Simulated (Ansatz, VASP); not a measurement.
# Cross-check of Ru (Ruthenium) between VASP and Ansatz, part 2 of 2

One calculation is typed for both programs; each brings its own data sets. How far apart do they land? The structure shown is the end of the Ansatz relaxation below.

VASP 6.6.1 and Ansatz 0.2.0.

So far. Step 3 (VASP: single point, PBEsol, pair 1): The run ends at a pressure of 47.20 GPa.

### Step 6. VASP: single point, PBEsol, pair 2

Level of this step: PBEsol; plane waves and PAW (Ru_pv) (VASP).

The same cell, functional, mesh and smearing now go to VASP, with its own data sets.

Input file INCAR:

```
SYSTEM = Ru
PREC = Accurate
ENCUT = 500
EDIFF = 1E-06
NELM = 120
ISMEAR = 1
SIGMA = 0.2
LREAL = .FALSE.
ALGO = Normal
GGA = PS
NBANDS = 20
LASPH = .TRUE.
LORBIT = 11
LWAVE = .FALSE.
LCHARG = .FALSE.
ISIF = 2
GGA_COMPAT = .FALSE.
KPAR = 2
```

Input file POSCAR:

```
Ru
1.0
    2.6138663968      0.0000000000      0.0000000000
   -1.3069331984      2.2636747017      0.0000000000
    0.0000000000      0.0000000000      4.1419394332
Ru
2
Direct
    0.3333333334      0.6666666668      0.2500000000
    0.6666666668      0.3333333334      0.7500000000
```

Input file KPOINTS:

```
Automatic mesh
0
Gamma
18 18 12
0 0 0
```

Potentials, in the order of the species: Ru_pv (PBE family, release 64).

Started as:

```console
$ mpirun -np 2 vasp_std
```

Numbers of over 12 decimals in the logs are rounded to 6 here.

Output:

```text
[banner, memory and clock lines left out]
running    2 mpi-ranks, on    1 nodes
[...]
[... a notice as in an earlier step ...]

 LDA part: xc-table for (Slater+PW92), standard interpolation
 POSCAR, INCAR and KPOINTS ok, starting setup
[...]
entering main loop
       N       E                     dE             d eps       ncg     rms          rms(c)
DAV:   1     0.283375790062E+03    0.28338E+03   -0.17352E+04 10368   0.154E+03
DAV:   2    -0.155827492685E+02   -0.29896E+03   -0.29054E+03 10660   0.461E+02
DAV:   3    -0.215341884940E+02   -0.59514E+01   -0.59131E+01 11796   0.728E+01
DAV:   4    -0.215801860008E+02   -0.45998E-01   -0.45933E-01 13276   0.605E+00
[...]
DAV:  10    -0.201241596775E+02    0.16985E-05   -0.14125E-04 11448   0.122E-01    0.311E-02
DAV:  11    -0.201241565582E+02    0.31193E-05   -0.15997E-05 11628   0.400E-02    0.125E-03
DAV:  12    -0.201241566653E+02   -0.10718E-06   -0.20989E-07  6748   0.448E-03
   1 F= -.20124157E+02 E0= -.20124369E+02  d E =0.636635E-03
```

Parts of OUTCAR (step 6):

```text
  Total        5.4180226      5.4180226      5.4191261     -0.0000000     -0.0000000     -0.0000000
  in kB      354.2013768    354.2013768    354.2735228     -0.0000000     -0.0000000     -0.0000000
  external PRESSURE =     354.2254255 kB  Pullay stress =       0.0000000 kB

 POSITION                                       TOTAL-FORCE (eV/Angst)
 -----------------------------------------------------------------------------------
      0.00000      1.50912      1.03548        -0.000000      0.000000      0.000000
      1.30693      0.75456      3.10645         0.000000      0.000000      0.000000
 -----------------------------------------------------------------------------------
    total drift:                               -0.000000     -0.000000      0.000000

  FREE ENERGIE OF THE ION-ELECTRON SYSTEM (eV)
  ---------------------------------------------------
  free  energy   TOTEN  =       -20.1241566653 eV

  energy  without entropy=      -20.1247933000  energy(sigma->0) =      -20.12436888

[... 1 part as in an earlier step ...]

[... 2 further parts left out ...]
[key lines of the parts left out:]
E-fermi :  14.6737
```

The run ends at a pressure of 35.42 GPa.

### Step 7. Side by side

What differs besides the data sets and the points named for the pairs above, as far as they apply: the data sets hold 32 valence electrons in Ansatz (on its PAW soft_1 files) and 28 in VASP. Total energies have different zeros and are not compared.

Compared:

```csv
quantity,Ansatz,VASP,difference
pressure (GPa),35.38,35.42,-0.04
```

### Step 8. Ansatz: relaxation, PBEsol

This run makes the geometry at which the two programs are then compared. The cell compared in this pair holds 25.04 Å³, against 24.51 Å³ for the pair before.

The structure compared here is the end of the Ansatz relaxation.

Input file input.yaml:

```yaml
crystal:
  lattice:
    - [2.6340734009, 0.0, 0.0]
    - [-1.3170367005, 2.2811744806, 0.0]
    - [0.0, 0.0, 4.1673002861]
  atoms:
    - { symbol: Ru, position: [0.3333333333, 0.6666666667, 0.25] }
    - { symbol: Ru, position: [0.6666666667, 0.3333333333, 0.75] }
kpoints:
  mp_grid: { grid: [18, 18, 12] }
hamiltonian:
  xc: pbesol
  pseudopotentials: { kind: paw, azcp: { folder: soft_1 }, xc_functional: pbe }
scf:
  occupations: { method: methfessel_paxton, width: 0.2 }
output:
  forces: true
  stress: true
  eigenvalues: true
relax:
  adjacent_minimum: "off"
  f_tol: 0.001
  max_steps: 60
  cell: { stress_tol: 0.01, fix: [volume] }
```

Started as:

```console
$ ansatz run input.yaml --threads 4 --pin off --max-ram 10240MiB --backend cpu --events-out ev --progress --plain --runs-dir out
```

Output:

```text
[...]
Crystal: 2 atoms, lattice volume = 25.040 Å³
Basis set: ecut = 420 eV, 511 PW (Γ), exchange–correlation on 36×36×60 points (8 copies of the dense FFT grid, shifted against one another)
Bands: 20, of which v1, the nominal top of the filled ones, is band 16 counted from 1 (15 counted from 0)
Symmetry: 24 space group operations
[...]
k-points: 259 of 3888
[...]
k-point 258: bands = [... 12 lower, 22.5794, 22.5794, 24.2276, 24.2276, 26.9887, 26.9887, 34.7719, 34.7719]
--- Relaxed structure (3 steps of the walk, 3 accepted, 1 SCFs on fresh bases) ---
[...]
cell:  # Å, volume = 25.0404 Å³
    - [2.633357, 2.8859633049775767e-11, 0.0]
    - [-1.316679, 2.280554, 0.0]
    - [0.0, 0.0, 4.169568]
  atoms:
    - { symbol: Ru, position: [0.333333, 0.666667, 0.250000] }
    - { symbol: Ru, position: [0.666667, 0.333333, 0.750000] }
[key lines of the parts left out:]
SCF converged after 5 iterations
Free energy (F): -11632.978414 eV
Fermi energy:    25.595046 eV
P = ⅓ Tr σ = 24.9488 GPa (249.488 kbar)
```

### Step 9. VASP: single point, PBEsol, pair 3

The same cell, functional, mesh and smearing now go to VASP, with its own data sets.

INCAR is that of step 6.

Input file POSCAR:

```
Ru
1.0
    2.6333570017      0.0000000000      0.0000000000
   -1.3166785009      2.2805540607      0.0000000000
    0.0000000000      0.0000000000      4.1695680049
Ru
2
Direct
    0.3333333334      0.6666666668      0.2500000000
    0.6666666668      0.3333333334      0.7500000000
```

KPOINTS is that of step 6.

Started as:

```console
$ mpirun -np 2 vasp_std
```

Output:

```text
[... set-up lines as in an earlier step ...]
 entering main loop
       N       E                     dE             d eps       ncg     rms          rms(c)
DAV:   1     0.280721705267E+03    0.28072E+03   -0.17348E+04 10408   0.154E+03
DAV:   2    -0.158637417353E+02   -0.29659E+03   -0.28824E+03 10644   0.458E+02
DAV:   3    -0.216722586158E+02   -0.58085E+01   -0.57697E+01 11812   0.718E+01
DAV:   4    -0.217173237602E+02   -0.45065E-01   -0.45016E-01 13460   0.599E+00
[...]
DAV:  10    -0.202245750638E+02    0.65004E-05   -0.15890E-04 11596   0.130E-01    0.299E-02
DAV:  11    -0.202245738259E+02    0.12379E-05   -0.97021E-06 11676   0.309E-02    0.146E-03
DAV:  12    -0.202245738698E+02   -0.43877E-07   -0.32006E-07  6884   0.535E-03
   1 F= -.20224574E+02 E0= -.20224786E+02  d E =0.637053E-03
```

From OUTCAR (step 9):

```text
  Total        3.8987652      3.8987652      3.8988034     -0.0000000      0.0000000      0.0000000
  in kB      249.4574553    249.4574553    249.4598991     -0.0000000      0.0000000      0.0000000
  external PRESSURE =     249.4582699 kB  Pullay stress =       0.0000000 kB

 POSITION                                       TOTAL-FORCE (eV/Angst)
 -----------------------------------------------------------------------------------
     -0.00000      1.52037      1.04239         0.000000      0.000000      0.000000
      1.31668      0.76018      3.12718        -0.000000     -0.000000      0.000000
 -----------------------------------------------------------------------------------
    total drift:                               -0.000000     -0.000000      0.000000

  FREE ENERGIE OF THE ION-ELECTRON SYSTEM (eV)
  ---------------------------------------------------
  free  energy   TOTEN  =       -20.2245738698 eV

  energy  without entropy=      -20.2252109225  energy(sigma->0) =      -20.22478622

[... 1 part as in an earlier step ...]

[... 2 further parts left out ...]
[key lines of the parts left out:]
E-fermi :  14.2447
```

The run ends at a pressure of 24.95 GPa.

### Step 10. Side by side

What differs besides the data sets and the points named for the pairs above, as far as they apply: the data sets hold 32 valence electrons in Ansatz (on its PAW soft_1 files) and 28 in VASP. Total energies have different zeros and are not compared.

Both answers:

```csv
quantity,Ansatz,VASP,difference
pressure (GPa),24.95,24.95,0.00
```

### Step 11. Results

| Quantity | Value |
| --- | --- |
| difference in pressure (single point, PBEsol, pair 1) | -0.11 GPa |
| difference in pressure (single point, PBEsol, pair 2) | -0.042 GPa |
| difference in pressure (single point, PBEsol, pair 3) | 0.0029 GPa |

In words: The difference in pressure is -0.11 GPa (single point, PBEsol, pair 1), within the 1 GPa picked in this series as the mark of a large difference. The data sets hold unlike numbers of valence electrons (32 in Ansatz and 28 in VASP), so part of the differences comes from the potentials. 5 further runs of this series are not shown here. How closely two codes agree says nothing of how well the functional describes the real material.

[Lines on the potential files, build, host, timing and source positions are cut from VASP's logs without a mark.]

[Logs are printed without paths, hosts, clocks, repeated set-up lines and the standing remarks that a program may print on its own settings, such as how far it seeks lower states.]

[Hosts, paths, dates, database ids (printed as entryN), source tags and the programs' standing remarks are cut or masked in the printed files.]
